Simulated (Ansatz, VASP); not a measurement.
# ZrTeSe in two plane-wave programs, part 2 of 2

Aim: how closely do two programs agree when they are given the same cell, functional and k mesh? The structure shown is the start of the Ansatz relaxation below; VASP solves that cell, so the two are compared at the walk's first step.

VASP 6.6.1 and Ansatz 0.2.0.

So far. Step 4 (Comparison): The forces differ by 5.8 meV/Å r.m.s., which is 9.1 % of the r.m.s. force of 0.064 eV/Å (both taken over all components). With vacuum in the cell, a pressure given here is an average over mostly empty space and none of the material.

**6. VASP: single point, PBE, start cell, pair 2**

Level of this step: PBE; plane waves and PAW (Zr_sv, Se, Te) (VASP).

The same cell, functional, mesh and smearing now go to VASP, with its own data sets.

INCAR reads:

```
SYSTEM = ZrTeSe
PREC = Accurate
ENCUT = 400
EDIFF = 1E-06
NELM = 120
ISMEAR = 1
SIGMA = 0.2
LREAL = .FALSE.
ALGO = Normal
GGA = PE
NBANDS = 18
LASPH = .TRUE.
LORBIT = 11
LWAVE = .FALSE.
LCHARG = .FALSE.
ISIF = 2
LDIPOL = .TRUE.
IDIPOL = 3
DIPOL = 0.5 0.5 0.332
LVHAR = .TRUE.
GGA_COMPAT = .FALSE.
NELMDL = -8
KPAR = 2
```

POSCAR reads:

```
ZrTeSe
1.0
    3.7723131764      0.0000000000      0.0000000000
   -1.8861565882      3.3679577751      0.0000000000
    0.0000000000      0.0000000000     30.0000000000
Zr Se Te
1 1 1
Direct
    0.0003874752      0.0007749503      0.3367078000
    0.3312899313      0.6625798626      0.3867537333
    0.6683225876      0.3366449569      0.2732051333
```

KPOINTS reads:

```
Automatic mesh
0
Gamma
12 12 1
0 0 0
```

The projector-augmented-wave data sets are Zr_sv, Se and Te (PBE family, release 64).

On the command line:

```
> mpirun -np 2 vasp_std
```

Numbers of over 12 decimals in the logs are rounded to 6 here.

The log of the run:

```text
[... set-up lines as in an earlier step ...]
 entering main loop
       N       E                     dE             d eps       ncg     rms          rms(c)
DAV:   1     0.129476914032E+03    0.12948E+03   -0.89321E+03  2092   0.777E+02
DAV:   2    -0.425198366261E+01   -0.13373E+03   -0.13076E+03  2154   0.184E+02
DAV:   3    -0.191952378448E+02   -0.14943E+02   -0.14880E+02  2868   0.550E+01
DAV:   4    -0.197900489205E+02   -0.59481E+00   -0.59365E+00  2308   0.911E+00
[...]
DAV:  25    -0.185077795904E+02   -0.14499E-05   -0.14880E-08  1456   0.426E-04    0.163E-04
DAV:  26    -0.185077813984E+02   -0.18079E-05   -0.39617E-08  1460   0.479E-04    0.133E-04
DAV:  27    -0.185077817011E+02   -0.30275E-06   -0.28805E-09  1298   0.211E-04
   1 F= -.18507782E+02 E0= -.18507491E+02  d E =-.871368E-03
```

Parts of OUTCAR (step 6):

```text
  Total        1.3758492      0.3735198      0.3243986      0.0000000     -0.1182259      0.0000000
  in kB        5.7834340      1.5701047      1.3636216      0.0000000     -0.4969671      0.0000000
  external PRESSURE =       2.9057201 kB  Pullay stress =       0.0000000 kB

 POSITION                                       TOTAL-FORCE (eV/Angst)
 -----------------------------------------------------------------------------------
      0.00000      0.00261     10.10123         0.000000      0.019485     -0.007477
      0.00000      2.23154     11.60261        -0.000000     -0.045774      0.111556
      1.88616      1.13381      8.19615         0.000000      0.026290     -0.104079
 -----------------------------------------------------------------------------------
    total drift:                               -0.000119      0.000220      0.000007

  FREE ENERGIE OF THE ION-ELECTRON SYSTEM (eV)
  ---------------------------------------------------
  free  energy   TOTEN  =       -18.5077817011 eV

  energy  without entropy=      -18.5069103331  energy(sigma->0) =      -18.50749125

[... 3 further parts left out ...]
[key lines of the parts left out:]
E-fermi :  -2.5584
```

The run ends at a pressure of 0.29 GPa, with forces up to 0.12 eV/Å.

**7. Differences**

What differs besides the data sets and the points named for the pairs above, as far as they apply: the data sets hold 44 valence electrons in Ansatz (on its PAW soft_1 files) and 24 in VASP. Total energies have different zeros and are not compared.

Forces (eV/Å; atoms numbered as in POSCAR):

```csv
atom,"Ansatz x, y, z","VASP x, y, z"
Zr1,"0.000, 0.019, -0.004","0.000, 0.019, -0.007"
Se2,"0.000, -0.045, 0.094","0.000, -0.046, 0.112"
Te3,"0.000, 0.026, -0.090","0.000, 0.026, -0.104"
```

The forces differ by 7.6 meV/Å r.m.s., which is 14.0 % of the r.m.s. force of 0.054 eV/Å (both taken over all components). With vacuum in the cell, a pressure given here is an average over mostly empty space and none of the material.

**8. Ansatz: relaxation, PBE**

The two programs are compared at the cell with which this relaxation starts, whose forces are those of its first step.

The structure compared here is the start of the Ansatz relaxation; VASP solves that cell, so the two are compared at the walk's first step.

input.yaml reads:

```yaml
crystal:
  lattice:
    - [3.8889826561, 0.0, 0.0]
    - [-1.9444913281, 3.2669190417, 0.0]
    - [0.0, 0.0, 30.0]
  atoms:
    - { symbol: Zr, position: [-0.0005431336, -0.0010862672, 0.3367085446] }
    - { symbol: Se, position: [0.3354799529, 0.6709599058, 0.3867541865] }
    - { symbol: Te, position: [0.6650631806, 0.3301263613, 0.2732039356] }
  periodic: [true, true, false]
kpoints:
  mp_grid: { grid: [12, 12, 1] }
hamiltonian:
  xc: pbe
  pseudopotentials: { kind: paw, azcp: { folder: soft_1 } }
scf:
  occupations: { method: methfessel_paxton, width: 0.2 }
output:
  forces: true
  stress: true
  eigenvalues: true
relax:
  adjacent_minimum: "off"
  f_tol: 0.001
  max_steps: 60
```

On the command line:

```
> ansatz run input.yaml --threads 4 --pin off --max-ram 16384MiB --backend cpu --events-out ev --progress --plain --runs-dir out
```

The log of the run:

```text
[...]
Crystal: 3 atoms, lattice volume = 381.150 Å³
Basis set: ecut = 420 eV, 7465 PW (Γ), exchange–correlation on 54×54×432 points (8 copies of the dense FFT grid, shifted against one another)
Bands: 27, of which v1, the nominal top of the filled ones, is band 22 counted from 1 (21 counted from 0)
Symmetry: 2 space group operations
[...]
F+E_penalty+E_count = -16636.35067831 eV   max|allowed force component| = 3.871e-4 eV/Å
  cell:  # Å, volume = 381.1497 Å³
    - [3.8889826561, 2.976028774250914e-11, 0.0]
    - [-1.944491328075, 3.266919, 0.0]
    - [0.0, 0.0, 30.0]
  atoms:
    - { symbol: Zr, position: [-0.000914481, -0.00182896, 0.336705] }
    - { symbol: Se, position: [0.336666, 0.673332, 0.387101] }
    - { symbol: Te, position: [0.664249, 0.328497, 0.272860] }
[key lines of the parts left out:]
SCF converged after 5 iterations
Free energy (F): -16636.350678 eV
Fermi energy:    -4.887871 eV
P = ½ c Tr σ = 0.8639 N/m
```

**9. VASP: single point, PBE, start cell, pair 3**

The same cell, functional, mesh and smearing now go to VASP, with its own data sets.

INCAR is that of step 6.

POSCAR reads:

```
ZrTeSe
1.0
    3.8889826561      0.0000000000      0.0000000000
   -1.9444913281      3.2669190417      0.0000000000
    0.0000000000      0.0000000000     30.0000000000
Zr Se Te
1 1 1
Direct
    0.9994568277      0.9989136554      0.3367085333
    0.3354800000      0.6709599999      0.3867542000
    0.6650630816      0.3301263319      0.2732039333
```

KPOINTS is that of step 6.

On the command line:

```
> mpirun -np 2 vasp_std
```

The log of the run:

```text
[... set-up lines as in an earlier step ...]
 entering main loop
       N       E                     dE             d eps       ncg     rms          rms(c)
DAV:   1     0.143102977771E+03    0.14310E+03   -0.87636E+03  2028   0.779E+02
DAV:   2    -0.320387345375E+01   -0.14631E+03   -0.14365E+03  2156   0.190E+02
DAV:   3    -0.190913412798E+02   -0.15887E+02   -0.15843E+02  2912   0.580E+01
DAV:   4    -0.197837072949E+02   -0.69237E+00   -0.69115E+00  2262   0.992E+00
[...]
DAV:  25    -0.185077088160E+02   -0.14659E-05   -0.14786E-08  1448   0.421E-04    0.156E-04
DAV:  26    -0.185077106157E+02   -0.17997E-05   -0.40008E-08  1446   0.475E-04    0.129E-04
DAV:  27    -0.185077109259E+02   -0.31024E-06   -0.29788E-09  1300   0.207E-04
   1 F= -.18507711E+02 E0= -.18507248E+02  d E =-.138965E-02
```

From OUTCAR (step 9):

```text
  Total        0.3598294      1.3830722      0.3296405     -0.0000000      0.1236249     -0.0000000
  in kB        1.5125566      5.8137963      1.3856564     -0.0000000      0.5196619     -0.0000000
  external PRESSURE =       2.9040031 kB  Pullay stress =       0.0000000 kB

 POSITION                                       TOTAL-FORCE (eV/Angst)
 -----------------------------------------------------------------------------------
      1.94449      3.26337     10.10126         0.000000     -0.024828     -0.006855
      0.00000      2.19197     11.60263        -0.000000      0.050387      0.112743
      1.94449      1.07850      8.19612         0.000000     -0.025559     -0.105888
 -----------------------------------------------------------------------------------
    total drift:                                0.000095     -0.000235     -0.000074

  FREE ENERGIE OF THE ION-ELECTRON SYSTEM (eV)
  ---------------------------------------------------
  free  energy   TOTEN  =       -18.5077109259 eV

  energy  without entropy=      -18.5063212752  energy(sigma->0) =      -18.50724771

[... 1 part as in an earlier step ...]

[... 2 further parts left out ...]
[key lines of the parts left out:]
E-fermi :  -2.5559
```

The run ends at a pressure of 0.29 GPa, with forces up to 0.12 eV/Å.

**10. Side by side**

What differs besides the data sets and the points named for the pairs above, as far as they apply: the data sets hold 44 valence electrons in Ansatz (on its PAW soft_1 files) and 24 in VASP. Total energies have different zeros and are not compared.

Forces (eV/Å; atoms numbered as in POSCAR):

```csv
atom,"Ansatz x, y, z","VASP x, y, z"
Zr1,"0.000, -0.024, -0.003","0.000, -0.025, -0.007"
Se2,"0.000, 0.049, 0.095","0.000, 0.050, 0.113"
Te3,"0.000, -0.025, -0.092","0.000, -0.026, -0.106"
```

The forces differ by 7.6 meV/Å r.m.s., which is 13.6 % of the r.m.s. force of 0.056 eV/Å (both taken over all components). With vacuum in the cell, a pressure given here is an average over mostly empty space and none of the material.

**11. Outcome**

- r.m.s. force difference (single point, PBE, start cell, pair 1): 5.8 meV/Å
- r.m.s. force difference (single point, PBE, start cell, pair 2): 7.6 meV/Å
- r.m.s. force difference (single point, PBE, start cell, pair 3): 7.6 meV/Å

**Reading.** The r.m.s. force difference is 7.6 meV/Å (single point, PBE, start cell, pair 2), within the 12 meV/Å picked in this series as the mark of a large difference. The data sets hold unlike numbers of valence electrons (44 in Ansatz and 24 in VASP), so part of the differences comes from the potentials. 9 further runs of this series are not shown here. Such differences can come from data sets, numerical settings and the points named under the comparisons, not from the functional's error against experiment.

[Lines on the potential files, build, host, timing and source positions are cut from VASP's logs without a mark.]

[Logs are printed without paths, hosts, clocks, repeated set-up lines and the standing remarks that a program may print on its own settings, such as how far it seeks lower states.]

[Hosts, paths, dates, database ids (printed as entryN), source tags and the programs' standing remarks are cut or masked in the printed files.]
